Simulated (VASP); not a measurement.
```yaml
crystal:
  lattice:
    - [2.33299, -4.04086, 0.00000]
    - [2.33299, 4.04086, 0.00000]
    - [0.00000, 0.00000, 7.60737]
  atoms:
    - { symbol: Pb, position: [0.00000, 0.00000, 0.00000] }
    - { symbol: I, position: [0.33333, 0.66667, 0.24516] }
    - { symbol: I, position: [0.66667, 0.33333, 0.75484] }
```

All values below come from PW91 GGA, VASP's PBE PAW potentials (set 64) (plane waves; VASP 6.6.1). Run with 520 eV cut-off, 6×6×4 Γ-centred mesh, tetrahedra with Blöchl corrections, potentials Pb_d I.

The cores are frozen, which limits the accuracy of field gradients. Without a dispersion term in the relaxation, distances and binding between the weakly bound layers, chains or molecules are unreliable, and so is what depends on them.

Give the principal components of the electric field gradient (V/Å²) and the asymmetry η at each nucleus.

| atom | Vxx | Vyy | Vzz | η |
|---|---|---|---|---|
| Pb1 | -9.2 | -9.2 | 18.3 | 0.00 |
| I2 | 2.8 | 2.8 | -5.5 | 0.00 |
| I3 | 2.8 | 2.8 | -5.5 | 0.00 |

The compound is PbI2 in the 1T layered structure. It was relaxed first, which changed the volume by +14 %.
